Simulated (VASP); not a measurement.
Method: revPBE GGA, VASP's PBE PAW potentials (set 64) (plane waves; VASP).

VASP input:

POSCAR:
```
Ni
1.0
  0.0000000000   1.7600000000   1.7600000000
  1.7600000000   0.0000000000   1.7600000000
  1.7600000000   1.7600000000   0.0000000000
Ni
1
Cart
  0.0000000000   0.0000000000   0.0000000000
```

### INCAR
```
LORBIT  =  10
IBRION  =  2   # conjugate gradients
SIGMA  =  0.1
LWAVE  =  .FALSE.
LMAXMIX  =  4
ISMEAR  =  1   # Methfessel-Paxton
GGA  =  RE   # revPBE
LREAL  =  .FALSE.   # projection in real space or not
EDIFFG  =  -0.01
MAGMOM  =  0.8
SYSTEM  =  Ni
PREC  =  Accurate
ALGO  =  Normal   # blocked Davidson
EDIFF  =  1E-6
LCHARG  =  .FALSE.
LASPH  =  .TRUE.
ISIF  =  3   # ions, shape and volume
ISPIN  =  2
NELM  =  100
ENCUT  =  520
NSW  =  60
```

KPOINTS:
```
Automatic
0
gamma
16 16 16
```

POTCAR, in this order: Ni (PBE.64 set). Program: vasp_std.

What VASP printed:

**OUTCAR**
```
 ion  position               nearest neighbor table
   1  0.000  0.000  0.000-
  LATTYP: Found a face centered cubic cell.
 ALAT       =     3.5200000000
 Subroutine PRICEL returns:
 Original cell was already a primitive cell.
 Subroutine GETGRP returns: Found 48 space group operations
The static configuration has the point symmetry O_h .
The dynamic configuration has the point symmetry O_h .
The overall configuration has the point symmetry O_h .
 Subroutine INISYM returns: Found 48 space group operations
 Subroutine IBZKPT returns following result:
 Found    145 irreducible k-points:

 Following reciprocal coordinates:
            Coordinates               Weight
  0.000000  0.000000  0.000000      1.000000
  0.062500  0.000000  0.000000      8.000000
  0.125000  0.000000  0.000000      8.000000
  0.187500  0.000000  0.000000      8.000000
  0.250000  0.000000  0.000000      8.000000
  0.312500  0.000000  0.000000      8.000000
  0.375000  0.000000  0.000000      8.000000
  0.437500  0.000000  0.000000      8.000000
  0.500000  0.000000  0.000000      4.000000
  0.062500  0.062500  0.000000      6.000000
  0.125000  0.062500  0.000000     24.000000
  0.187500  0.062500  0.000000     24.000000
  0.250000  0.062500  0.000000     24.000000
  0.312500  0.062500  0.000000     24.000000
  0.375000  0.062500  0.000000     24.000000
  0.437500  0.062500  0.000000     24.000000
  0.500000  0.062500  0.000000     24.000000
 -0.437500  0.062500  0.000000     24.000000
 -0.375000  0.062500  0.000000     24.000000
 -0.312500  0.062500  0.000000     24.000000
 -0.250000  0.062500  0.000000     24.000000
 -0.187500  0.062500  0.000000     24.000000
 -0.125000  0.062500  0.000000     24.000000
 -0.062500  0.062500  0.000000     12.000000
...
```

### OSZICAR
```
       N       E                     dE             d eps       ncg     rms          rms(c)
DAV:   1     0.224285983311E+02    0.22429E+02   -0.48747E+03  5420   0.143E+03
DAV:   2    -0.558359407622E+01   -0.28012E+02   -0.26861E+02  5278   0.162E+02
DAV:   3    -0.600580166631E+01   -0.42221E+00   -0.42151E+00  6021   0.264E+01
DAV:   4    -0.600973593207E+01   -0.39343E-02   -0.39334E-02  5945   0.224E+00
DAV:   5    -0.600984161916E+01   -0.10569E-03   -0.10568E-03  5979   0.322E-01    0.967E+00
DAV:   6    -0.537841187655E+01    0.63143E+00   -0.15661E+01  5470   0.646E+01    0.594E+00
DAV:   7    -0.507638808661E+01    0.30202E+00   -0.26483E+00  5503   0.249E+01    0.193E+00
DAV:   8    -0.506215378946E+01    0.14234E-01   -0.17879E-02  7321   0.160E+00    0.965E-01
DAV:   9    -0.505995796408E+01    0.21958E-02   -0.17092E-03  7598   0.427E-01    0.242E-01
DAV:  10    -0.505949137959E+01    0.46658E-03   -0.65482E-04  6943   0.241E-01    0.332E-02
DAV:  11    -0.505949713771E+01   -0.57581E-05   -0.19224E-05  6660   0.514E-02    0.294E-02
DAV:  12    -0.505949652663E+01    0.61107E-06   -0.60001E-07  3036   0.119E-02
   1 F= -.50594965E+01 E0= -.50596768E+01  d E =-.505950E+01  mag=     0.5968
       N       E                     dE             d eps       ncg     rms          rms(c)
DAV:   1    -0.527957260159E+01   -0.22008E+00   -0.35278E+00  5432   0.324E+01    0.404E+00
DAV:   2    -0.514694591571E+01    0.13263E+00   -0.37617E+00  5458   0.280E+01    0.238E+00
DAV:   3    -0.506444469137E+01    0.82501E-01   -0.62897E-01  5390   0.126E+01    0.661E-01
DAV:   4    -0.506066972481E+01    0.37750E-02   -0.29467E-03  5823   0.593E-01    0.362E-01
DAV:   5    -0.506007164525E+01    0.59808E-03   -0.15763E-03  6773   0.336E-01    0.896E-02
DAV:   6    -0.506008225446E+01   -0.10609E-04   -0.36209E-05  6143   0.777E-02    0.517E-02
DAV:   7    -0.506009764518E+01   -0.15391E-04   -0.13958E-05  5630   0.416E-02    0.150E-02
DAV:   8    -0.506009865586E+01   -0.10107E-05   -0.11173E-06  2773   0.143E-02    0.356E-03
DAV:   9    -0.506009874780E+01   -0.91937E-07   -0.11496E-07  2640   0.519E-03
   2 F= -.50600987E+01 E0= -.50602882E+01  d E =-.602221E-03  mag=     0.6055
       N       E                     dE             d eps       ncg     rms          rms(c)
DAV:   1    -0.510773835418E+01   -0.47640E-01   -0.74289E-01  5437   0.145E+01    0.182E+00
DAV:   2    -0.507806965903E+01    0.29669E-01   -0.74791E-01  5451   0.131E+01    0.105E+00
DAV:   3    -0.506262409169E+01    0.15446E-01   -0.12112E-01  5394   0.543E+00    0.283E-01
DAV:   4    -0.506179361663E+01    0.83048E-03   -0.60096E-04  6002   0.226E-01    0.163E-01
DAV:   5    -0.506164480107E+01    0.14882E-03   -0.26265E-04  7170   0.132E-01    0.345E-02
DAV:   6    -0.506164993122E+01   -0.51302E-05   -0.14873E-05  6192   0.360E-02    0.161E-02
DAV:   7    -0.506164849958E+01    0.14316E-05   -0.11860E-06  2920   0.163E-02    0.509E-03
DAV:   8    -0.506164781404E+01    0.68554E-06   -0.30200E-07  2625   0.650E-03
   3 F= -.50616478E+01 E0= -.50618431E+01  d E =-.215129E-02  mag=     0.6007
```

File OUTCAR:
```
------------------------ aborting loop because EDIFF is reached ----------------------------------------
  FORCE on cell =-STRESS in cart. coord.  units (eV):
  Direction    XX          YY          ZZ          XY          YZ          ZX
  --------------------------------------------------------------------------------------
  Total        0.0017159      0.0017159      0.0017159      0.0000000      0.0000000      0.0000000
  in kB        0.2475677      0.2475677      0.2475677      0.0000000      0.0000000      0.0000000
  external PRESSURE =       0.2475677 kB  Pullay stress =       0.0000000 kB
  volume of cell :       11.10
      direct lattice vectors                 reciprocal lattice vectors
     0.000000000  1.770766906  1.770766906    -0.282363533  0.282363533  0.282363533
     1.770766906 -0.000000000  1.770766906     0.282363533 -0.282363533  0.282363533
     1.770766906  1.770766906 -0.000000000     0.282363533  0.282363533 -0.282363533
 POSITION                                       TOTAL-FORCE (eV/Angst)
 -----------------------------------------------------------------------------------
      0.00000      0.00000      0.00000         0.000000      0.000000      0.000000
 -----------------------------------------------------------------------------------
    total drift:                               -0.000000     -0.000000     -0.000000
  FREE ENERGIE OF THE ION-ELECTRON SYSTEM (eV)
  ---------------------------------------------------
  free  energy   TOTEN  =        -5.0616478140 eV

  energy  without entropy=       -5.0622335877  energy(sigma->0) =       -5.06184307

 total charge

# of ion       s       p       d       tot
------------------------------------------
    1        0.486   0.479   8.304   9.269

 magnetization (x)

# of ion       s       p       d       tot
------------------------------------------
    1       -0.008  -0.026   0.650   0.616

 reached required accuracy - stopping structural energy minimisation
```
(Selected blocks of OUTCAR.)

File CONTCAR:
```
Ni
   1.00000000000000
     0.0000000000000000    1.7707669057222435    1.7707669057222435
     1.7707669057222435   -0.0000000000000000    1.7707669057222435
     1.7707669057222435    1.7707669057222435   -0.0000000000000000
  Ni
     1
Direct
     0.0000000000000000    0.0000000000000000    0.0000000000000000
```

The compound is Ni in the fcc structure. This run relaxes it. Symmetry was kept, so distortions that lower it aren't found.
